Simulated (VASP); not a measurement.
```
CSi63
1.0
   10.93707     0.00000     0.00000
    0.00000    10.93707     0.00000
    0.00000     0.00000    10.93707
Si C
63 1
Direct
  0.50000   0.00000   0.00000
  0.62500   0.12500   0.12500
  0.75000   0.25000   0.00000
  0.87500   0.37500   0.12500
  0.75000   0.00000   0.25000
  0.87500   0.12500   0.37500
  0.00000   0.00000   0.00000
  0.12500   0.12500   0.12500
  0.25000   0.25000   0.00000
  0.37500   0.37500   0.12500
  0.50000   0.50000   0.00000
  0.62500   0.62500   0.12500
  0.75000   0.75000   0.00000
  0.87500   0.87500   0.12500
  0.25000   0.00000   0.25000
  0.37500   0.12500   0.37500
  0.50000   0.25000   0.25000
  0.62057   0.37168   0.37634
  0.75000   0.50000   0.25000
  0.87500   0.62500   0.37500
  0.50000   0.00000   0.50000
  0.62500   0.12500   0.62500
  0.75000   0.25000   0.50000
  0.87500   0.37500   0.62500
  0.75000   0.00000   0.75000
  0.87500   0.12500   0.87500
  0.00000   0.50000   0.00000
  0.12500   0.62500   0.12500
  0.25000   0.75000   0.00000
  0.37500   0.87500   0.12500
  0.00000   0.25000   0.25000
  0.12500   0.37500   0.37500
  0.25000   0.50000   0.25000
  0.37072   0.62222   0.37282
  0.50000   0.75000   0.25000
  0.62500   0.87500   0.37500
  0.00000   0.00000   0.50000
  0.12500   0.12500   0.62500
  0.25000   0.25000   0.50000
  0.37826   0.37049   0.62154
  0.62763   0.62226   0.62447
  0.75000   0.75000   0.50000
  0.87500   0.87500   0.62500
  0.25000   0.00000   0.75000
  0.37500   0.12500   0.87500
  0.50000   0.25000   0.75000
  0.62500   0.37500   0.87500
  0.75000   0.50000   0.75000
  0.87500   0.62500   0.87500
  0.00000   0.75000   0.25000
  0.12500   0.87500   0.37500
  0.00000   0.50000   0.50000
  0.12500   0.62500   0.62500
  0.25000   0.75000   0.50000
  0.37500   0.87500   0.62500
  0.00000   0.25000   0.75000
  0.12500   0.37500   0.87500
  0.25000   0.50000   0.75000
  0.37500   0.62500   0.87500
  0.50000   0.75000   0.75000
  0.62500   0.87500   0.87500
  0.00000   0.75000   0.75000
  0.12500   0.87500   0.87500
  0.49807   0.50037   0.49645
```
Cell charge -1.

Calculation: PBE GGA, VASP's PBE PAW potentials (set 64) (plane waves; VASP). Numerical set-up: PREC = Normal, LREAL = Auto, ISYM = 0, NELECT = 257.0, EDIFF = 1E-5, 400 eV cut-off, 1×1×1 Γ-centred mesh, Gaussian smearing of 0.050 eV, potentials Si C. Starting moments (MAGMOM): 64*0.0156. The cell's moment is fixed (NUPDOWN = 1).

At this cut-off the stress carries a Pulay error, which pulls relaxed volumes low. The cell is charged, with a uniform compensating background. The supercell is sampled at Γ alone, which is coarse: total energies, pressure and levels can be off, energies of defects by several tenths of an eV.

Task: The ions are relaxed. What does this cell relax into?

Result: 
```
CSi63
1.0
   10.93707     0.00000     0.00000
    0.00000    10.93707     0.00000
    0.00000     0.00000    10.93707
Si C
63 1
Direct
  0.49997   0.99973   0.99973
  0.62454   0.12793   0.12801
  0.74954   0.25026   0.00058
  0.87168   0.37524   0.12811
  0.74944   0.00047   0.25036
  0.87150   0.12811   0.37535
  0.00000   0.00000   0.00000
  0.12512   0.12501   0.12514
  0.25035   0.25023   0.99914
  0.37466   0.37460   0.12585
  0.49995   0.49993   0.99987
  0.62518   0.62510   0.12615
  0.74960   0.74951   0.99939
  0.87487   0.87481   0.12509
  0.25028   0.99894   0.25028
  0.37464   0.12573   0.37459
  0.50033   0.25600   0.25606
  0.60725   0.39211   0.39224
  0.74352   0.49914   0.25628
  0.87373   0.62500   0.37464
  0.49999   0.99987   0.49999
  0.62533   0.12586   0.62528
  0.74348   0.25626   0.49942
  0.87388   0.37462   0.62514
  0.74971   0.99906   0.74960
  0.87486   0.12501   0.87483
  0.99982   0.49991   0.99968
  0.12800   0.62451   0.12787
  0.25038   0.74940   0.00042
  0.37530   0.87154   0.12800
  0.99914   0.25023   0.25037
  0.12590   0.37457   0.37470
  0.25597   0.50029   0.25598
  0.39210   0.60726   0.39215
  0.49926   0.74351   0.25624
  0.62507   0.87359   0.37474
  0.99975   0.99986   0.49994
  0.12817   0.12791   0.62452
  0.25622   0.25602   0.50031
  0.39249   0.39204   0.60720
  0.60747   0.60720   0.60721
  0.74368   0.74353   0.50050
  0.87182   0.87152   0.62462
  0.25043   0.00043   0.74947
  0.37537   0.12803   0.87158
  0.49951   0.25617   0.74357
  0.62520   0.37465   0.87384
  0.74363   0.50040   0.74354
  0.87162   0.62459   0.87161
  0.00055   0.74943   0.25029
  0.12797   0.87159   0.37532
  0.99997   0.49994   0.49998
  0.12624   0.62500   0.62526
  0.25620   0.74354   0.49931
  0.37483   0.87352   0.62511
  0.00064   0.25022   0.74947
  0.12821   0.37520   0.87156
  0.25647   0.49900   0.74340
  0.37477   0.62500   0.87353
  0.50072   0.74339   0.74344
  0.62470   0.87148   0.87163
  0.99942   0.74945   0.74960
  0.12509   0.87480   0.87486
  0.49978   0.49979   0.49967
```
Cell charge -1. The cell ends with 1.00 μB, on the first 30 sites 0.02 0.01 0.00 0.01 0.00 0.01 0.00 0.00 0.00 0.00 0.00 0.00 0.00 0.00 0.00 0.00 0.00 0.01 0.00 0.00 0.00 0.00 0.00 0.00 0.00 0.00 0.02 0.01 0.00 0.01 μB.

Task: How much energy does the relaxation gain?

Result: The energy (σ→0) changes by -28.4 meV/atom, in 12 ionic steps.

| step | E(σ→0) (eV) | max force (eV/Å) | pressure (GPa) | volume (Å³) |
|---|---|---|---|---|
| 1 | -334.8363 | 2.274 | 0.79 | 1308.29 |
| 2 | -335.6499 | 1.560 | 0.51 | 1308.29 |
| 3 | -336.1023 | 1.162 | 0.26 | 1308.29 |
| 4 | -336.4881 | 0.560 | 0.13 | 1308.29 |
| 5 | -336.4942 | 0.580 | 0.13 | 1308.29 |
| 6 | -336.6262 | 0.193 | 0.11 | 1308.29 |
| 7 | -336.6288 | 0.183 | 0.11 | 1308.29 |
| 8 | -336.6495 | 0.090 | 0.10 | 1308.29 |
| 9 | -336.6507 | 0.092 | 0.10 | 1308.29 |
| 10 | -336.6546 | 0.038 | 0.10 | 1308.29 |
| 11 | -336.6548 | 0.046 | 0.10 | 1308.29 |
| 12 | -336.6555 | 0.019 | 0.10 | 1308.29 |

The cell is a supercell with a defect, built from Si (diamond): C_Si, charge -1.
